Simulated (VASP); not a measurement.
# BaBe5 (P6/mmm) in VASP: a series of runs

Aim: see how the results for BaBe5 move with the level of theory and the settings. Levels: PBE, LDA. Tasks: relaxation of cell and atoms.

All numbers are computed with VASP 6.6.1; they aren't measurements. Logs are shortened: lines on timing, memory, paths and dates and some standing lists are left out, and cuts for length are marked.

## 1. The crystal as given

Symmetry: P6/mmm, No. 191, hexagonal system. The conventional cell has a = 4.659 Å, b = 4.659 Å, c = 3.759 Å, α = 90.00°, β = 90.00°, γ = 120.00°. Ba (site symmetry 6/mmm) is surrounded by 18 Be at 2.69 to 2.99 Å. Be (site symmetry mmm) has 8 Be at 2.31 to 2.33 Å as nearest neighbours. Be (site symmetry -6m2) is surrounded by 6 Be at 2.31 Å.

The cell was built by a generator and needn't be a form met in nature.

## 2. Relaxation of cell and atoms, PBE

File INCAR:

```
  PREC = Accurate
  ENCUT = 600
  EDIFF = 1E-6
  ISMEAR = 1
  SIGMA = 0.1
  LREAL = False
  LASPH = True
  NELM = 60
  ALGO = Normal
  ISIF = 3
  LWAVE = False
  LCHARG = False
  GGA = PE
  IBRION = 2
  NSW = 60
  EDIFFG = -0.02
```

File KPOINTS:

```
regular mesh
0
Gamma
  7 7 7
```

File POSCAR:

```
BaBe5
1.0
    4.6591708300      0.0000000000      0.0000000000
   -2.3295854200      4.0349603000      0.0000000000
    0.0000000000      0.0000000000      3.7585896100
Ba Be
1 5
Direct
    0.0000000000      0.0000000000      0.0000000000
    0.5000000000      0.5000000000      0.5000000000
    0.6666666700      0.3333333300      0.0000000000
    0.0000000000      0.5000000000      0.5000000000
    0.3333333300      0.6666666700      0.0000000000
    0.5000000000      0.0000000000      0.5000000000
```

Potentials or basis: VASP PAW PBE potentials, release 64 (Ba_sv, Be).

Run with:

```bash
$ cat potpaw_PBE.64/Ba_sv/POTCAR potpaw_PBE.64/Be/POTCAR > POTCAR
$ mpirun -np 1 vasp_std > vasp.out
```

OUTCAR:

```text
PREC = Accurate
   ENCUT = 600
   EDIFF = 1E-6
   ISMEAR = 1
   LREAL = False
   LASPH = True
   NELM = 60
   ISIF = 3
   GGA = PE
   IBRION = 2
   NSW = 60
   EDIFFG = -0.02

 ion  position               nearest neighbor table
   1  0.000  0.000  0.000-   3 2.69   5 2.69   3 2.69   5 2.69   3 2.69   5 2.69   2 2.99   2 2.99
                             2 2.99   2 2.99   6 2.99   6 2.99   6 2.99   6 2.99   4 2.99   4 2.99
   2  0.500  0.500  0.500-   3 2.31   5 2.31   3 2.31   5 2.31   4 2.33   4 2.33   6 2.33   6 2.33
                             1 2.99   1 2.99   1 2.99   1 2.99
   3  0.667  0.333  0.000-   4 2.31   4 2.31   6 2.31   6 2.31   2 2.31   2 2.31   1 2.69   1 2.69
                             1 2.69
   4  0.000  0.500  0.500-   3 2.31   5 2.31   3 2.31   5 2.31   6 2.33   6 2.33   2 2.33   2 2.33
                             1 2.99   1 2.99   1 2.99   1 2.99
   5  0.333  0.667  0.000-   4 2.31   4 2.31   6 2.31   6 2.31   2 2.31   2 2.31   1 2.69   1 2.69
                             1 2.69
   6  0.500  0.000  0.500-   3 2.31   5 2.31   3 2.31   5 2.31   4 2.33   4 2.33   2 2.33   2 2.33
                             1 2.99   1 2.99   1 2.99   1 2.99

  LATTYP: Found a hexagonal cell.
 ALAT       =     4.6591708300
 C/A-ratio  =     0.8067078343

  Lattice vectors:

 A1 = (   4.6591708300,   0.0000000000,   0.0000000000)
 A2 = (  -2.3295854200,   4.0349603000,   0.0000000000)
 A3 = (   0.0000000000,   0.0000000000,   3.7585896100)

Analysis of symmetry for initial positions (statically):
=====================================================================
 Subroutine PRICEL returns:
 Original cell was already a primitive cell.

 Routine SETGRP: Setting up the symmetry group for a
 hexagonal supercell.

 Subroutine GETGRP returns: Found 24 space group operations
 (whereof 24 operations were pure point group operations)
 out of a pool of 24 trial point group operations.

The static configuration has the point symmetry D_6h.

Analysis of symmetry for dynamics (positions and initial velocities):
=====================================================================
 Subroutine PRICEL returns:
 Original cell was already a primitive cell.

 Routine SETGRP: Setting up the symmetry group for a
 hexagonal supercell.

 Subroutine GETGRP returns: Found 24 space group operations
 (whereof 24 operations were pure point group operations)
 out of a pool of 24 trial point group operations.

The dynamic configuration has the point symmetry D_6h.

 Subroutine INISYM returns: Found 24 space group operations
 (whereof 24 operations are pure point group operations),
 and found     1 'primitive' translations

----------------------------------------------------------------------------------------

                                     Primitive cell

  volume of cell :      70.6599

  direct lattice vectors                    reciprocal lattice vectors
     4.659170830  0.000000000  0.000000000     0.214630465  0.123916957  0.000000000
    -2.329585420  4.034960300  0.000000000     0.000000000  0.247833913  0.000000000
     0.000000000  0.000000000  3.758589610     0.000000000  0.000000000  0.266057246

  length of vectors
     4.659170830  4.659170833  3.758589610     0.247833913  0.247833913  0.266057246

  position of ions in fractional coordinates (direct lattice)
     0.000000000  0.000000000  0.000000000
     0.500000000  0.500000000  0.500000000
     0.666666670  0.333333330  0.000000000
     0.000000000  0.500000000  0.500000000
     0.333333330  0.666666670  0.000000000
     0.500000000  0.000000000  0.500000000

  ion indices of the primitive-cell ions
   primitive index   ion index
                 1           1
                 2           2
                 3           3
                 4           4
                 5           5
                 6           6

----------------------------------------------------------------------------------------

 KPOINTS: regular mesh

Automatic generation of k-mesh.
 Grid dimensions read from file:
 generate k-points for:    7    7    7

 Generating k-lattice:

  Cartesian coordinates                     Fractional coordinates (reciprocal lattice)
     0.030661495  0.017702422  0.000000000     0.142857143 -0.000000000  0.000000000
     0.000000000  0.035404845  0.000000000     0.000000000  0.142857143  0.000000000
     0.000000000  0.000000000  0.038008178     0.000000000  0.000000000  0.142857143

  Length of vectors
     0.035404845  0.035404845  0.038008178

  Shift w.r.t. Gamma in fractional coordinates (k-lattice)
     0.000000000  0.000000000  0.000000000

 Subroutine IBZKPT returns following result:
 ===========================================

 Found     32 irreducible k-points:

 Following reciprocal coordinates:
            Coordinates               Weight
  0.000000  0.000000  0.000000      1.000000
  0.142857 -0.000000  0.000000      6.000000
  0.285714 -0.000000  0.000000      6.000000
  0.428571 -0.000000  0.000000      6.000000
  0.142857  0.142857  0.000000      6.000000
  0.285714  0.142857  0.000000     12.000000
[... 16 lines left out ...]
  0.428571  0.142857  0.285714     12.000000
  0.285714  0.285714  0.285714     12.000000
 [... further k-points ...]
   k-points           NKPTS =     32   k-points in BZ     NKDIM =     32   number of bands    NBANDS=     14
   number of dos      NEDOS =    301   number of ions     NIONS =      6
   total plane-waves  NPLWV =  48000
   dimension x,y,z NGX =    40 NGY =   40 NGZ =   30
   dimension x,y,z NGXF=    80 NGYF=   80 NGZF=   60
   ions per type =               1   5
   NGX,Y,Z   is equivalent  to a cutoff of  14.27, 14.27, 13.27 a.u.
   NGXF,Y,Z  is equivalent  to a cutoff of  28.55, 28.55, 26.54 a.u.
 SYSTEM =  unknown system
   PREC   = accura    normal or accurate (medium, high low for compatibility)
   ISTART =      0    job   : 0-new  1-cont  2-samecut
   ICHARG =      2    charge: 1-file 2-atom 10-const
   ISPIN  =      1    spin polarized calculation?
   LNONCOLLINEAR =      F non collinear calculations
   LSORBIT =      F    spin-orbit coupling
   LASPH  =      T    aspherical Exc in radial PAW
   ENCUT  =  600.0 eV  44.10 Ry    6.64 a.u.   9.31  9.31  7.51*2*pi/ulx,y,z
   NELM   =     60;   NELMIN=  2; NELMDL= -5     # of ELM steps
   EDIFF  = 0.1E-05   stopping-criterion for ELM
   LREAL  =      F    real-space projection
   EDIFFG = -.2E-01   stopping-criterion for IOM
   NSW    =     60    number of steps for IOM
   IBRION =      2    ionic relax: 0-MD 1-quasi-New 2-CG
   NFREE  =      1    steps in history (QN), initial steepest desc. (CG)
   ISIF   =      3    stress and relaxation
   ISYM   =      2    0-nonsym 1-usesym 2-fastsym
   POTIM  = 0.5000    time-step for ionic-motion
   TEBEG  =    0.0;   TEEND  =   0.0 temperature during run
   PSTRESS=    0.0 pullay stress
   NELECT =      20.0000    total number of electrons
   NUPDOWN=      -1.0000    fix difference up-down
   EMIN   =  10.00;   EMAX   =-10.00  energy-range for DOS
   EFERMI =   0.00;   METHOD = LEGACY
   ISMEAR =     1;   SIGMA  =   0.10  broadening in eV -4-tet -1-fermi 0-gaus
   EFERMI_NEDOS =   21; number of points for ismear=-14 and -15
   IALGO  =     38    algorithm
   IMIX   =      4    mixing-type and parameters
     AMIX     =   0.40;   BMIX     =  1.00
     AMIX_MAG =   1.60;   BMIX_MAG =  1.00
  volume/ion in A,a.u.               =      11.78        79.47
  Fermi-wavevector in a.u.,A,eV,Ry     =   1.074881  2.031231 15.719764  1.155370
  Thomas-Fermi vector in A             =   2.210722
   LORBIT       =      0    0 simple, 1 ext, 2 COOP (PROOUT), +10 PAW based schemes
   GGA     = PE    functional components
   LHFCALC =     F    Hartree Fock is set to
   AEXX    =    0.0000 exact exchange contribution
   IVDW    =     0    specifies the selected vdW correction
   LEPSILON=     F    determine dielectric tensor
   LRPA    =     F    only Hartree local field effects (RPA)
 conjugate gradient relaxation of ions
 non-spin polarized calculation
 Methfessel and Paxton  Order N= 1 SIGMA  =   0.10
  energy-cutoff  :      600.00
  volume of cell :       70.66
 maximum number of plane-waves:      2397
 NGX is ok and might be reduce to    40
   NGX = 19   NGY = 19   NGZ = 15

--------------------------------------- Ionic step        1  -------------------------------------------

 number of electron      19.9999999 magnetization

 Free energy of the ion-electron system (eV)
  ---------------------------------------------------
  ext. energy  EPLUGINS =         0.00000000
  ---------------------------------------------------
  free energy    TOTEN  =       -16.94227310 eV

  energy without entropy =      -16.94347796  energy(sigma->0) =      -16.94267472

 E-fermi :   5.1382     XC(G=0): -10.4659

 val. band max:        5.1242578713   @ k =   0.1429  -0.0000   0.1429
 cond. band min:       5.1732821459   @ k =   0.2857   0.1429   0.2857
 fundamental gap:      0.0490242746
 Fermi energy:         5.1381777575

 k-point     1 :       0.0000    0.0000    0.0000
  band No.  band energies     occupation
      1     -21.1750      2.00000
      2      -7.0383      2.00000
      3      -7.0383      2.00000
      4      -6.1425      2.00000
      5      -2.6660      2.00000
      6       1.7852      2.00000
      7       2.2018      2.00000
      8       2.2018      2.00000
      9       3.8909      2.00000
     10       4.7095      2.00000
     11       6.4857     -0.00000
     12       6.4857     -0.00000
     13       9.7242      0.00000
     14      10.3311      0.00000
[... 588 lines left out ...]
  energy  without entropy=      -17.8240834888  energy(sigma->0) =      -17.82404929

--------------------------------------- Ionic step        6  -------------------------------------------

 number of electron      19.9999999 magnetization

 Free energy of the ion-electron system (eV)
  ---------------------------------------------------
  ext. energy  EPLUGINS =         0.00000000
  ---------------------------------------------------
  free energy    TOTEN  =       -17.82860527 eV

  energy without entropy =      -17.82700689  energy(sigma->0) =      -17.82807247

 E-fermi :   3.7839     XC(G=0):  -9.7344

 val. band max:        3.7747839831   @ k =   0.2857   0.1429   0.4286
 cond. band min:       3.7848196879   @ k =   0.1429  -0.0000   0.0000
 fundamental gap:      0.0100357048
 Fermi energy:         3.7838625165

 k-point     1 :       0.0000    0.0000    0.0000
  band No.  band energies     occupation
      1     -22.7220      2.00000
      2      -8.3322      2.00000
      3      -8.3322      2.00000
      4      -7.6433      2.00000
      5      -3.4881      2.00000
      6       0.6534      2.00000
      7       1.1947      2.00000
      8       1.1947      2.00000
      9       3.2666      2.00000
     10       4.0923     -0.00012
     11       4.6255     -0.00000
     12       4.6255     -0.00000
     13       8.2595      0.00000
     14       8.8959      0.00000
[... 424 lines left out ...]
  FREE ENERGIE OF THE ION-ELECTRON SYSTEM (eV)
  ---------------------------------------------------
  free  energy   TOTEN  =       -17.8286052687 eV

  energy  without entropy=      -17.8270068876  energy(sigma->0) =      -17.82807247

 reached required accuracy - stopping structural energy minimisation
```

Wall time 1.8 min (1 thread of Intel Xeon Platinum 8488C (Sapphire Rapids), shared host); peak memory 0.24 GiB.

What came out:

| Item | Value |
| --- | --- |
| Free energy | -17.8286 eV |
| Relaxed volume | 14.38 Å³/atom |
| Relaxed cell | a = 5.130 Å, b = 5.130 Å, c = 3.786 Å, α = 90.00°, β = 90.00°, γ = 120.00° |
| Space group after relaxing (to 0.05 Å) | P6/mmm (No. 191) |
| Energy gained by relaxing | 147.7 meV/atom |
| Ionic steps | 6 |
| Pressure after relaxing | -0.1 GPa |
| Band gap on the k mesh | none (metal or under the smearing width) |

Stress tensor (GPa, compression positive):
```
-0.05  0.00  0.00
 0.00 -0.05  0.00
 0.00  0.00 -0.21
```

The path:
```tsv
step	energy change (eV)	largest force (eV/Å)	pressure (GPa)	volume (Å³)
1	0.0000	0.0000	16.70	70.66
2	-0.8292	0.0000	1.73	83.92
3	-0.8530	0.0000	-1.52	88.23
4	-0.8559	0.0000	-0.82	87.21
5	-0.8818	0.0000	-0.39	86.64
6	-0.8863	0.0000	-0.10	86.31
```

Final structure:
```
Ba Be
1.0
     5.13036    0.00000    0.00000
    -2.56518    4.44302    0.00000
     0.00000    0.00000    3.78635
Ba Be
1 5
Direct
  0.00000 0.00000 0.00000
  0.50000 0.50000 0.50000
  0.66667 0.33333 0.00000
  0.00000 0.50000 0.50000
  0.33333 0.66667 0.00000
  0.50000 0.00000 0.50000
```

Caveat: the volume moved by over 15 % at a fixed basis, so the end points are rough. Spin-orbit coupling is left out, which matters for the levels of Ba.

## 3. Relaxation of cell and atoms, LDA

File INCAR:

```
PREC = Accurate ; ENCUT = 600
EDIFF = 1E-7 ; ISMEAR = 1
SIGMA = 0.1 ; LREAL = False
LASPH = True ; NELM = 100
ALGO = Normal ; ISIF = 3
LWAVE = False ; LCHARG = False
GGA = CA ; IBRION = 2
NSW = 60 ; EDIFFG = -0.005
```

KPOINTS is that of step 2.

POSCAR is that of step 2.

Potentials or basis: VASP PAW LDA potentials, release 64 (Ba_sv, Be).

Run with:

```bash
$ cat potpaw_LDA.64/Ba_sv/POTCAR potpaw_LDA.64/Be/POTCAR > POTCAR
$ mpirun -np 1 vasp_std > vasp.out
```

Run time: 2 min. Hardware: 1 thread of Intel Xeon Platinum 8488C (Sapphire Rapids), shared host; peak memory 0.21 GiB.

It converged, with:

| Property | Result |
| --- | --- |
| Free energy | -20.4389 eV |
| Relaxed volume | 13.55 Å³/atom |
| Relaxed cell | a = 5.027 Å, b = 5.027 Å, c = 3.715 Å, α = 90.00°, β = 90.00°, γ = 120.00° |
| Space group after relaxing (to 0.05 Å) | P6/mmm (No. 191) |
| Energy gained by relaxing | 89.0 meV/atom |
| Ionic steps | 8 |
| Pressure after relaxing | 0.0 GPa |
| Band gap on the k mesh | none (metal or under the smearing width) |

The path:
```
step  energy change (eV)  largest force (eV/Å)  pressure (GPa)  volume (Å³)
   1              0.0000                0.0000           11.98        70.66
   2             -0.4834                0.0000            1.23        80.00
   3             -0.5007                0.0000           -2.06        84.02
   4             -0.5060                0.0000           -1.06        82.72
   5             -0.5302                0.0000           -0.57        82.02
   6             -0.5334                0.0000           -0.32        81.67
   7             -0.5334                0.0000           -0.30        81.64
   8             -0.5338                0.0000           -0.02        81.30
```

Final structure:
```
Ba Be
1.0
     5.02663    0.00000    0.00000
    -2.51332    4.35319    0.00000
     0.00000    0.00000    3.71545
Ba Be
1 5
Direct
  0.00000 0.00000 0.00000
  0.50000 0.50000 0.50000
  0.66667 0.33333 0.00000
  0.00000 0.50000 0.50000
  0.33333 0.66667 0.00000
  0.50000 0.00000 0.50000
```

Levels at points of the mesh, in eV from the Fermi level:
| k point | band 8 | band 9 | band 10 | band 11 | band 12 | band 13 |
| --- | --- | --- | --- | --- | --- | --- |
| (0.00, 0.00, 0.00) | -2.70 | -0.57 | 0.19 | 0.95 | 0.95 | 4.59 |

Caveat: the volume moved by over 15 % at a fixed basis, so the end points are rough. Spin-orbit coupling is left out, which matters for the levels of Ba.
